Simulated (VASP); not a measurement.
Computed with PBEsol GGA, VASP's PBE PAW potentials (set 64) (plane waves; VASP).

The input files of a VASP run:

**INCAR**
```
ALGO = Normal
DIPOL = 0.5 0.5 0.5
EDIFF = 1E-5
EDIFFG = -0.03
ENCUT = 400
GGA = PS
IBRION = 2
IDIPOL = 3
ISIF = 2
ISMEAR = 1
LASPH = .TRUE.
LCHARG = .FALSE.
LDIPOL = .TRUE.
LMAXMIX = 6
LREAL = .FALSE.
LWAVE = .TRUE.
NELM = 100
NELMIN = 4
NSW = 50
PREC = Normal
SIGMA = 0.1
SYSTEM = Ta(100) slab
```

File KPOINTS:
```
Regular mesh
0
Gamma
 8 8 1
```

File POSCAR:
```
Ta(100) slab
1.0
  3.2839673920   0.0000000000   0.0000000000
  0.0000000000   3.2839673920   0.0000000000
  0.0000000000   0.0000000000  24.7790266849
Ta
6
Direct
  0.5000000000   0.0000000000   0.3343370000
  0.0000000000   0.5000000000   0.4006020000
  0.5000000000   0.0000000000   0.4668670000
  0.0000000000   0.5000000000   0.5331330000
  0.5000000000   0.0000000000   0.5993980000
  0.0000000000   0.5000000000   0.6656630000
```

POTCAR, in this order: Ta_pv (PBE.64 set). Program: vasp_std.

Output

### OSZICAR
```
...
DAV:   3    -0.715410221798E+02    0.31639E+00   -0.23517E+00  1472   0.106E+01    0.154E+00
DAV:   4    -0.715085671252E+02    0.32455E-01   -0.19134E-01  1474   0.274E+00    0.409E-01
DAV:   5    -0.715094812386E+02   -0.91411E-03   -0.19667E-02  1604   0.600E-01    0.202E-01
DAV:   6    -0.715095265568E+02   -0.45318E-04   -0.13807E-03  1534   0.209E-01    0.951E-02
DAV:   7    -0.715094774281E+02    0.49129E-04   -0.51940E-04  1493   0.124E-01    0.292E-02
DAV:   8    -0.715094559626E+02    0.21466E-04   -0.14755E-04  1269   0.881E-02    0.168E-02
DAV:   9    -0.715094547010E+02    0.12616E-05   -0.19099E-05   959   0.308E-02
   2 F= -.71509455E+02 E0= -.71506856E+02  d E =-.254300E+00
       N       E                     dE             d eps       ncg     rms          rms(c)
DAV:   1    -0.713920670978E+02    0.11739E+00   -0.32856E+01  1170   0.367E+01    0.178E+00
DAV:   2    -0.717150667012E+02   -0.32300E+00   -0.30150E+00  1435   0.119E+01    0.180E+00
DAV:   3    -0.715612064587E+02    0.15386E+00   -0.93421E-01  1456   0.713E+00    0.991E-01
DAV:   4    -0.715520677391E+02    0.91387E-02   -0.70313E-02  1396   0.177E+00    0.296E-01
DAV:   5    -0.715518525816E+02    0.21516E-03   -0.12208E-02  1614   0.494E-01    0.141E-01
DAV:   6    -0.715518393456E+02    0.13236E-04   -0.16857E-03  1506   0.263E-01    0.636E-02
DAV:   7    -0.715518132411E+02    0.26105E-04   -0.54399E-04  1460   0.157E-01    0.277E-02
DAV:   8    -0.715517851916E+02    0.28049E-04   -0.11962E-04  1190   0.800E-02    0.110E-02
DAV:   9    -0.715517836095E+02    0.15821E-05   -0.17660E-05   934   0.206E-02
   3 F= -.71551784E+02 E0= -.71551470E+02  d E =-.296629E+00
       N       E                     dE             d eps       ncg     rms          rms(c)
DAV:   1    -0.715494529630E+02    0.23322E-02   -0.63258E-01  1170   0.509E+00    0.248E-01
DAV:   2    -0.715566853926E+02   -0.72324E-02   -0.62799E-02  1464   0.166E+00    0.278E-01
DAV:   3    -0.715526896785E+02    0.39957E-02   -0.20220E-02  1449   0.888E-01    0.133E-01
DAV:   4    -0.715525938287E+02    0.95850E-04   -0.12177E-03  1389   0.225E-01    0.466E-02
DAV:   5    -0.715525787731E+02    0.15056E-04   -0.29183E-04  1304   0.928E-02    0.215E-02
DAV:   6    -0.715525804949E+02   -0.17217E-05   -0.50470E-05  1138   0.473E-02
   4 F= -.71552580E+02 E0= -.71551632E+02  d E =-.297425E+00
       N       E                     dE             d eps       ncg     rms          rms(c)
DAV:   1    -0.715522284123E+02    0.35036E-03   -0.74816E-02  1170   0.175E+00    0.849E-02
DAV:   2    -0.715530343876E+02   -0.80598E-03   -0.72355E-03  1464   0.560E-01    0.924E-02
DAV:   3    -0.715526198477E+02    0.41454E-03   -0.22684E-03  1449   0.302E-01    0.468E-02
DAV:   4    -0.715526089393E+02    0.10908E-04   -0.13825E-04  1316   0.768E-02    0.159E-02
DAV:   5    -0.715526067775E+02    0.21619E-05   -0.31210E-05  1038   0.311E-02
   5 F= -.71552607E+02 E0= -.71551872E+02  d E =-.297452E+00
       N       E                     dE             d eps       ncg     rms          rms(c)
DAV:   1    -0.715281901115E+02    0.24419E-01   -0.69960E+00  1170   0.168E+01    0.457E-01
DAV:   2    -0.715675505990E+02   -0.39360E-01   -0.42383E-01  1213   0.436E+00    0.250E-01
DAV:   3    -0.715704392545E+02   -0.28887E-02   -0.33362E-02  1556   0.991E-01    0.267E-01
DAV:   4    -0.715678152324E+02    0.26240E-02   -0.13489E-02  1526   0.726E-01    0.113E-01
DAV:   5    -0.715677644647E+02    0.50768E-04   -0.16161E-03  1452   0.257E-01    0.474E-02
DAV:   6    -0.715677355915E+02    0.28873E-04   -0.25233E-04  1488   0.128E-01    0.231E-02
DAV:   7    -0.715677337459E+02    0.18456E-05   -0.96162E-05  1378   0.498E-02
   6 F= -.71567734E+02 E0= -.71567388E+02  d E =-.151270E-01
       N       E                     dE             d eps       ncg     rms          rms(c)
DAV:   1    -0.715671237555E+02    0.61184E-03   -0.15719E-01  1170   0.251E+00    0.687E-02
DAV:   2    -0.715680134503E+02   -0.88969E-03   -0.94786E-03  1227   0.656E-01    0.404E-02
DAV:   3    -0.715680760827E+02   -0.62632E-04   -0.90377E-04  1533   0.170E-01    0.437E-02
DAV:   4    -0.715680044416E+02    0.71641E-04   -0.32006E-04  1328   0.111E-01    0.168E-02
DAV:   5    -0.715680061240E+02   -0.16824E-05   -0.41388E-05  1125   0.419E-02
   7 F= -.71568006E+02 E0= -.71567794E+02  d E =-.153993E-01
       N       E                     dE             d eps       ncg     rms          rms(c)
DAV:   1    -0.715660020138E+02    0.20024E-02   -0.17988E+00  1170   0.858E+00    0.306E-01
DAV:   2    -0.715780470467E+02   -0.12045E-01   -0.11455E-01  1242   0.252E+00    0.271E-01
DAV:   3    -0.715743058900E+02    0.37412E-02   -0.27454E-02  1495   0.115E+00    0.169E-01
DAV:   4    -0.715736261911E+02    0.67970E-03   -0.29252E-03  1459   0.335E-01    0.557E-02
DAV:   5    -0.715736417728E+02   -0.15582E-04   -0.40516E-04  1598   0.125E-01    0.257E-02
DAV:   6    -0.715736382211E+02    0.35517E-05   -0.86592E-05  1205   0.714E-02
   8 F= -.71573638E+02 E0= -.71573073E+02  d E =-.563210E-02
       N       E                     dE             d eps       ncg     rms          rms(c)
DAV:   1    -0.715155010461E+02    0.58141E-01   -0.15667E+01  1170   0.254E+01    0.935E-01
DAV:   2    -0.716299195977E+02   -0.11442E+00   -0.10360E+00  1262   0.764E+00    0.886E-01
DAV:   3    -0.715863097087E+02    0.43610E-01   -0.27016E-01  1511   0.360E+00    0.520E-01
DAV:   4    -0.715809352894E+02    0.53744E-02   -0.24294E-02  1413   0.983E-01    0.170E-01
DAV:   5    -0.715810177804E+02   -0.82491E-04   -0.35968E-03  1564   0.323E-01    0.759E-02
DAV:   6    -0.715810017757E+02    0.16005E-04   -0.70826E-04  1481   0.200E-01    0.269E-02
DAV:   7    -0.715810002186E+02    0.15571E-05   -0.85754E-05  1227   0.671E-02
   9 F= -.71581000E+02 E0= -.71579311E+02  d E =-.129941E-01
       N       E                     dE             d eps       ncg     rms          rms(c)
DAV:   1    -0.715707025021E+02    0.10299E-01   -0.17850E+00  1170   0.809E+00    0.294E-01
DAV:   2    -0.715830223954E+02   -0.12320E-01   -0.13419E-01  1272   0.221E+00    0.223E-01
DAV:   3    -0.715826669806E+02    0.35541E-03   -0.11745E-02  1443   0.725E-01    0.185E-01
DAV:   4    -0.715819659123E+02    0.70107E-03   -0.30449E-03  1478   0.406E-01    0.820E-02
DAV:   5    -0.715819638444E+02    0.20678E-05   -0.42182E-04  1451   0.147E-01    0.314E-02
DAV:   6    -0.715819640752E+02   -0.23073E-06   -0.84966E-05  1257   0.679E-02
  10 F= -.71581964E+02 E0= -.71580446E+02  d E =-.963857E-03
       N       E                     dE             d eps       ncg     rms          rms(c)
DAV:   1    -0.715810553693E+02    0.90848E-03   -0.19319E-01  1170   0.267E+00    0.960E-02
DAV:   2    -0.715823848116E+02   -0.13294E-02   -0.14480E-02  1264   0.725E-01    0.740E-02
DAV:   3    -0.715823401585E+02    0.44653E-04   -0.12526E-03  1443   0.236E-01    0.599E-02
DAV:   4    -0.715822654359E+02    0.74723E-04   -0.30663E-04  1439   0.132E-01    0.272E-02
DAV:   5    -0.715822644714E+02    0.96455E-06   -0.43655E-05  1142   0.480E-02
  11 F= -.71582264E+02 E0= -.71580725E+02  d E =-.126425E-02
       N       E                     dE             d eps       ncg     rms          rms(c)
DAV:   1    -0.715814404596E+02    0.82498E-03   -0.16494E-01  1170   0.261E+00    0.811E-02
DAV:   2    -0.715823954879E+02   -0.95503E-03   -0.10491E-02  1178   0.684E-01    0.475E-02
DAV:   3    -0.715824503376E+02   -0.54850E-04   -0.61993E-04  1604   0.135E-01    0.401E-02
DAV:   4    -0.715824201264E+02    0.30211E-04   -0.35966E-04  1278   0.118E-01    0.254E-02
DAV:   5    -0.715824062602E+02    0.13866E-04   -0.59280E-05  1150   0.493E-02    0.792E-03
DAV:   6    -0.715824059450E+02    0.31523E-06   -0.79140E-06   708   0.237E-02
  12 F= -.71582406E+02 E0= -.71580910E+02  d E =-.141474E-03
```

OUTCAR:
```
------------------------ aborting loop because EDIFF is reached ----------------------------------------
  FORCE on cell =-STRESS in cart. coord.  units (eV):
  Direction    XX          YY          ZZ          XY          YZ          ZX
  --------------------------------------------------------------------------------------
  Total       -2.4689075     -2.4689075     -0.1163566      0.0000000      0.0000000     -0.0000000
  in kB      -14.8024462    -14.8024462     -0.6976213      0.0000000      0.0000000     -0.0000000
  external PRESSURE =     -10.1008379 kB  Pullay stress =       0.0000000 kB
  volume of cell :      267.23
      direct lattice vectors                 reciprocal lattice vectors
     3.283967392  0.000000000  0.000000000     0.304509723  0.000000000  0.000000000
     0.000000000  3.283967392  0.000000000     0.000000000  0.304509723  0.000000000
     0.000000000  0.000000000 24.779026685     0.000000000  0.000000000  0.040356710
 POSITION                                       TOTAL-FORCE (eV/Angst)
 -----------------------------------------------------------------------------------
      1.64198      0.00000      8.45379         0.000000      0.000000     -0.005306
      0.00000      1.64198      9.89760         0.000000     -0.000000      0.009530
      1.64198      0.00000     11.51783         0.000000     -0.000000      0.016800
      0.00000      1.64198     13.26119         0.000000      0.000000     -0.016800
      1.64198      0.00000     14.88142         0.000000     -0.000000     -0.009530
      0.00000      1.64198     16.32523         0.000000     -0.000000      0.005306
 -----------------------------------------------------------------------------------
    total drift:                                0.000000      0.000000      0.000000
  FREE ENERGIE OF THE ION-ELECTRON SYSTEM (eV)
  ---------------------------------------------------
  free  energy   TOTEN  =       -71.5824059450 eV

  energy  without entropy=      -71.5779179690  energy(sigma->0) =      -71.58090995

 reached required accuracy - stopping structural energy minimisation
```
(Selected blocks of OUTCAR.)

CONTCAR:
```
Ta(100) slab
   1.00000000000000
     3.2839673920000001    0.0000000000000000    0.0000000000000000
     0.0000000000000000    3.2839673920000001    0.0000000000000000
     0.0000000000000000    0.0000000000000000   24.7790266848999998
  Ta
     6
Direct
     0.5000000000000000    0.0000000000000000    0.3411672707564229
     0.0000000000000000    0.5000000000000000    0.3994347103937751
     0.5000000000000000    0.0000000000000000    0.4648219081722751
     0.0000000000000000    0.5000000000000000    0.5351780918277248
     0.5000000000000000    0.0000000000000000    0.6005652896062247
     0.0000000000000000    0.5000000000000000    0.6588327292435772
```

File OUTCAR:
```
 val. band max:        0.0149767241   @ k =   0.0000   0.0000   0.0000

 cond. band min:       0.0308851904   @ k =   0.1250   0.1250   0.0000


 Fermi energy:         0.0233392983

 k-point     1 :       0.0000    0.0000    0.0000
  band No.  band energies     occupation
      1     -34.5390      2.00000
      2     -34.5340      2.00000
      3     -34.3752      2.00000
      4     -34.3752      2.00000
      5     -34.3715      2.00000
      6     -34.3715      2.00000
      7     -33.9640      2.00000
      8     -33.8064      2.00000
      9     -33.8064      2.00000
     10     -33.7598      2.00000
     11     -33.5460      2.00000
     12     -33.5460      2.00000
     13     -33.3783      2.00000
     14     -33.1875      2.00000
     15     -33.1752      2.00000
     16     -33.1752      2.00000
     17     -33.1008      2.00000
     18     -33.1008      2.00000
     19      -7.6948      2.00000
     20      -6.6081      2.00000
     21      -4.8293      2.00000
     22      -4.0022      2.00000
     23      -3.7029      2.00000
     24      -3.6080      2.00000
     25      -3.2851      2.00000
     26      -3.0365      2.00000
     27      -2.0135      2.00000
     28      -0.2429      2.00109
     29       0.0150      1.14099
     30       0.0584      0.44514
     31       0.4856     -0.00000
     32       0.5407     -0.00000
     33       0.5407     -0.00000
     34       0.7144     -0.00000
     35       0.7144     -0.00000
     36       0.7571     -0.00000
     37       0.8802     -0.00000
     38       0.8802     -0.00000
     39       1.5767     -0.00000

 k-point     2 :       0.1250    0.0000    0.0000
  band No.  band energies     occupation
      1     -34.5609      2.00000
      2     -34.5522      2.00000
      3     -34.4121      2.00000
      4     -34.4121      2.00000
      5     -34.3563      2.00000
      6     -34.3534      2.00000
      7     -33.9456      2.00000
      8     -33.9197      2.00000
      9     -33.7868      2.00000
...
```

Unless said otherwise, spin-orbit coupling is left out, though it shifts the bands of the heavy elements here.

The cell is a thin slab with vacuum, built from Ta (bcc): (100) face.
